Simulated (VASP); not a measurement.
# NbSiO4 (Cmmm) in VASP: settings compared, part 2 of 2

VASP 6.6.1. The steps go on from the part before.

### 3 Relaxation of cell and atoms, PBE

This run uses another cell than the first one, of 9.88 Å³/atom, 0.998 times its volume.

Contents of INCAR:

```
ALGO = Normal
EDIFF = 1E-7
EDIFFG = -0.005
ENCUT = 520
GGA = PE
IBRION = 2
ISIF = 3
ISMEAR = 0
KPAR = 4
LASPH = T
LCHARG = F
LREAL = F
LWAVE = F
NELM = 120
NSW = 60
POTIM = 0.3
PREC = Accurate
SIGMA = 0.1
```

Contents of KPOINTS:

```
k-points
0
Gamma
  6 6 10
```

Contents of POSCAR:

```
NbSiO4                                  
1.0
    3.2320373006     -3.2844576705      0.0000000000
    3.2320373006      3.2844576705      0.0000000000
    0.0000000000      0.0000000000      2.7935187756
  Nb              Si              O             
     1     1     4
Direct
     0.5000000000000000    0.5000000000000000    0.5000000000000000
     0.0000000000000000    0.0000000000000000    0.0000000000000000
     0.1837562029030053    0.1837562029030053    0.5000000000000000
     0.8162437970969947    0.8162437970969947    0.5000000000000000
     0.2702076032948491    0.7297923967051509    0.0000000000000000
     0.7297923967051509    0.2702076032948491    0.0000000000000000
```

Potentials or basis: VASP PAW PBE potentials, release 64 (Nb_sv, Si, O).

Started as:

```console
> cat potpaw_PBE.64/Nb_sv/POTCAR potpaw_PBE.64/Si/POTCAR potpaw_PBE.64/O/POTCAR > POTCAR
> mpirun -np 4 vasp_std > vasp.out
```

OUTCAR:

```text
EDIFF = 1E-7
   EDIFFG = -0.005
   ENCUT = 520
   GGA = PE
   IBRION = 2
   ISIF = 3
   ISMEAR = 0
   LASPH = T
   LREAL = F
   NELM = 120
   NSW = 60
   POTIM = 0.3
   PREC = Accurate

 ion  position               nearest neighbor table
   1  0.500  0.500  0.500-   3 2.04   4 2.04   5 2.06   6 2.06   5 2.06   6 2.06
   2  0.000  0.000  0.000-   5 1.77   6 1.77   3 1.83   4 1.83   3 1.83   4 1.83
   3  0.184  0.184  0.500-   2 1.83   2 1.83   1 2.04
   4  0.816  0.816  0.500-   2 1.83   2 1.83   1 2.04
   5  0.270  0.730  0.000-   2 1.77   1 2.06   1 2.06
   6  0.730  0.270  0.000-   2 1.77   1 2.06   1 2.06

  LATTYP: Found a base centered orthorhombic cell.
 ALAT       =     6.4640746012
 B/A-ratio  =     1.0162189867
 C/A-ratio  =     0.4321606646

  Lattice vectors:

 A1 = (   3.2320373006,  -3.2844576705,   0.0000000000)
 A2 = (   3.2320373006,   3.2844576705,   0.0000000000)
 A3 = (   0.0000000000,   0.0000000000,   2.7935187756)

Analysis of symmetry for initial positions (statically):
=====================================================================
 Subroutine PRICEL returns:
 Original cell was already a primitive cell.

 Routine SETGRP: Setting up the symmetry group for a
 base centered orthorhombic supercell.

 Subroutine GETGRP returns: Found  8 space group operations
 (whereof  8 operations were pure point group operations)
 out of a pool of  8 trial point group operations.

The static configuration has the point symmetry D_2h.

Analysis of symmetry for dynamics (positions and initial velocities):
=====================================================================
 Subroutine PRICEL returns:
 Original cell was already a primitive cell.

 Routine SETGRP: Setting up the symmetry group for a
 base centered orthorhombic supercell.
[... 189 lines left out ...]
      1.18781      0.00000      1.39676        -0.002906      0.000000     -0.000000
      5.27626      0.00000      1.39676         0.002906      0.000000      0.000000
      3.23204      1.50949      0.00000         0.000000     -0.009131      0.000000
      3.23204     -1.50949      0.00000         0.000000      0.009131     -0.000000
 -----------------------------------------------------------------------------------
    total drift:                                0.000000      0.000000     -0.000000

  FREE ENERGIE OF THE ION-ELECTRON SYSTEM (eV)
  ---------------------------------------------------
  free  energy   TOTEN  =       -50.7344159070 eV

  energy  without entropy=      -50.7222378342  energy(sigma->0) =      -50.72832687

--------------------------------------- Ionic step        2  -------------------------------------------

 number of electron      40.9999995 magnetization

 Free energy of the ion-electron system (eV)
  ---------------------------------------------------
  ext. energy  EPLUGINS =         0.00000000
  ---------------------------------------------------
  free energy    TOTEN  =       -50.73442013 eV

  energy without entropy =      -50.72223204  energy(sigma->0) =      -50.72832608

 E-fermi :   8.5959     XC(G=0): -11.7039

 val. band max:        8.5909583655   @ k =  -0.3333   0.1667   0.2000
 cond. band min:       8.6170640577   @ k =   0.5000   0.3333   0.4000
 fundamental gap:      0.0261056922
 Fermi energy:         8.5958845677

 k-point     1 :       0.0000    0.0000    0.0000
  band No.  band energies     occupation
      1     -48.0279      2.00000
      2     -24.3980      2.00000
      3     -24.0868      2.00000
      4     -23.4570      2.00000
      5     -13.6891      2.00000
      6     -11.0551      2.00000
[... 637 lines left out ...]
     23      10.8900      0.00000
     24      12.2425      0.00000

 [... further k-points ...]
[... 5 lines left out ...]
  --------------------------------------------------------------------------------------
  -------------------------------------------------------------------------------------
  Total        0.0010032      0.0043435     -0.0044166      0.0000000      0.0000000      0.0000000
  in kB        0.0270980      0.1173273     -0.1193019      0.0000000      0.0000000      0.0000000
  external PRESSURE =       0.0083745 kB  Pullay stress =       0.0000000 kB

 VOLUME and BASIS-vectors are now :
 -----------------------------------------------------------------------------
  energy-cutoff  :      520.00
  volume of cell :       59.31
      direct lattice vectors                 reciprocal lattice vectors
     3.232195767 -3.284598364  0.000000000     0.154693600 -0.152225613  0.000000000
     3.232195767  3.284598364  0.000000000     0.154693600  0.152225613  0.000000000
     0.000000000  0.000000000  2.793450655     0.000000000  0.000000000  0.357980191

 POSITION                                       TOTAL-FORCE (eV/Angst)
 -----------------------------------------------------------------------------------
      3.23220      0.00000      1.39673         0.000000     -0.000000      0.000000
      0.00000     -0.00000      2.79345         0.000000      0.000000      0.000000
      1.18779      0.00000      1.39673        -0.002720      0.000000      0.000000
      5.27660      0.00000      1.39673         0.002720      0.000000      0.000000
      3.23220      1.50929      0.00000         0.000000     -0.001502     -0.000000
      3.23220     -1.50929      2.79345         0.000000      0.001502      0.000000
 -----------------------------------------------------------------------------------
    total drift:                                0.000000      0.000000     -0.000000

  FREE ENERGIE OF THE ION-ELECTRON SYSTEM (eV)
  ---------------------------------------------------
  free  energy   TOTEN  =       -50.7344201276 eV

  energy  without entropy=      -50.7222320350  energy(sigma->0) =      -50.72832608

 reached required accuracy - stopping structural energy minimisation
```

CONTCAR:

```text
NbSiO4
   1.00000000000000
     3.2321957669824517   -3.2845983639683962    0.0000000000000000
     3.2321957669824517    3.2845983639683962    0.0000000000000000
     0.0000000000000000    0.0000000000000000    2.7934506547591833
  Nb              Si              O
     1     1     4
Direct
     0.5000000000000000    0.5000000000000000    0.5000000000000000
     0.0000000000000000    0.0000000000000000    1.0000000000000000
     0.1837431891864333    0.1837431891864333    0.5000000000000000
     0.8162568108135667    0.8162568108135667    0.5000000000000000
     0.2702478377381901    0.7297521622618099    0.0000000000000000
     0.7297521622618099    0.2702478377381901    1.0000000000000000

  0.00000000E+00  0.00000000E+00  0.00000000E+00
  0.00000000E+00  0.00000000E+00  0.00000000E+00
  0.00000000E+00  0.00000000E+00  0.00000000E+00
  0.00000000E+00  0.00000000E+00  0.00000000E+00
  0.00000000E+00  0.00000000E+00  0.00000000E+00
  0.00000000E+00  0.00000000E+00  0.00000000E+00
```

Wall time 25 s (4 MPI ranks of Intel Xeon Platinum 8559C (Emerald Rapids), shared host); peak memory 0.24 GiB.

Results:

- Free energy: -50.7344 eV
- Energy gained by relaxing: 0.0 meV/atom
- Ionic steps: 2
- Pressure after relaxing: 0.0 GPa
- Band gap on the k mesh: none (metal or under the smearing width)

Forces in eV/Å, atoms in the order of the input:
```
Nb   0.000  0.000  0.000
Si   0.000  0.000  0.000
O   -0.003  0.000  0.000
O    0.003  0.000  0.000
O    0.000 -0.002  0.000
O    0.000  0.002  0.000
```

Final structure:
```cif
data_structure
_symmetry_space_group_name_H-M 'P 1'
_symmetry_Int_Tables_number 1
_cell_length_a 4.6082
_cell_length_b 4.6082
_cell_length_c 2.7935
_cell_angle_alpha 90.000
_cell_angle_beta 90.000
_cell_angle_gamma 90.921
_cell_volume 59.31
loop_
_atom_site_label
_atom_site_type_symbol
_atom_site_fract_x
_atom_site_fract_y
_atom_site_fract_z
_atom_site_occupancy
Nb1 Nb 0.50000 0.50000 0.50000 1
Si1 Si 0.00000 0.00000 0.00000 1
O1 O 0.18374 0.18374 0.50000 1
O2 O 0.81626 0.81626 0.50000 1
O3 O 0.27025 0.72975 0.00000 1
O4 O 0.72975 0.27025 0.00000 1
```

Levels at points of the mesh, in eV from the Fermi level:
```
           k point  band 18  band 19  band 20  band 21  band 22  band 23  band 24
(0.00, 0.00, 0.00)    -2.98    -2.93    -2.07    -1.83     1.84     1.89     3.88
(0.50, 0.00, 0.00)    -3.41    -3.39    -2.64    -1.44     1.71     1.90     4.70
(0.50, 0.50, 0.00)    -4.33    -3.91    -3.07    -1.54     1.93     2.53     3.07
(0.00, 0.00, 0.50)    -4.64    -4.01    -3.01     0.92     1.43     3.99     4.11
(0.50, 0.00, 0.50)    -3.96    -3.48    -3.48    -0.05     0.88     3.97     4.97
(0.50, 0.50, 0.50)    -3.68    -3.54    -2.61    -0.10     0.90     3.85     5.21
```

Caveat: an odd number of electrons without spin polarisation forces a metal; a magnetic or distorted state may lie lower.

### 4 Single point, r2SCAN

This run uses another cell than the first one, of 9.89 Å³/atom, 0.998 times its volume.

Contents of INCAR:

```
SYSTEM = NbSiO4
ALGO = Normal ; EDIFF = 1E-6
ENCUT = 520 ; ISIF = 2
ISMEAR = 0 ; KPAR = 4
LASPH = .True. ; LCHARG = .False.
LMIXTAU = .True. ; LREAL = .False.
LWAVE = .False. ; METAGGA = R2SCAN
NELM = 150 ; PREC = Accurate
SIGMA = 0.1
```

Contents of KPOINTS:

```
k-points
0
Gamma
  6 6 10
  0 0 0
```

Contents of POSCAR:

```
NbSiO4                                  
1.0
    3.2321957670     -3.2845983640      0.0000000000
    3.2321957670      3.2845983640      0.0000000000
    0.0000000000      0.0000000000      2.7934506548
  Nb              Si              O             
     1     1     4
Direct
     0.5000000000000000    0.5000000000000000    0.5000000000000000
     0.0000000000000000    0.0000000000000000    1.0000000000000000
     0.1837431891864333    0.1837431891864333    0.5000000000000000
     0.8162568108135667    0.8162568108135667    0.5000000000000000
     0.2702478377381901    0.7297521622618099    0.0000000000000000
     0.7297521622618099    0.2702478377381901    1.0000000000000000
```

Started as:

```console
> cat potpaw_PBE.64/Nb_sv/POTCAR potpaw_PBE.64/Si/POTCAR potpaw_PBE.64/O/POTCAR > POTCAR
> mpirun -np 4 vasp_std > vasp.out
```

It took 83 s on 4 MPI ranks of Intel Xeon Platinum 8559C (Emerald Rapids), shared host; peak memory 0.24 GiB.

The run converged. Its results:

```
Free energy            : -74.2632 eV
Pressure               : -6.1 GPa
Largest force          : 0.210 eV/Å
Band gap on the k mesh : none (metal or under the smearing width)
```

Forces in eV/Å, atoms in the order of the input:
```
Nb   0.000  0.000  0.000
Si   0.000  0.000  0.000
O   -0.199  0.000  0.000
O    0.199  0.000  0.000
O    0.000  0.210  0.000
O    0.000 -0.210  0.000
```

Stress tensor (GPa, compression positive):
```
-6.03  0.00  0.00
 0.00 -6.39  0.00
 0.00  0.00 -5.89
```

Levels at points of the mesh, in eV from the Fermi level:
```csv
k point,band 17,band 18,band 19,band 20,band 21,band 22,band 23,band 24
"(0.00, 0.00, 0.00)",-3.31,-3.31,-3.23,-2.36,-1.91,2.00,2.04,4.33
"(0.50, 0.00, 0.00)",-5.03,-3.72,-3.70,-2.94,-1.55,1.86,2.07,5.29
"(0.50, 0.50, 0.00)",-4.69,-4.66,-4.24,-3.37,-1.65,2.07,2.67,3.30
"(0.00, 0.00, 0.50)",-5.09,-4.96,-4.37,-3.33,1.01,1.55,4.04,4.29
"(0.50, 0.00, 0.50)",-4.96,-4.27,-3.84,-3.79,0.06,1.03,4.02,5.34
"(0.50, 0.50, 0.50)",-4.09,-4.02,-3.85,-2.92,0.00,1.04,3.90,5.39
```

Caveat: the PAW data sets were made with another functional, which shifts forces and pressure a little; an odd number of electrons without spin polarisation forces a metal; a magnetic or distorted state may lie lower.
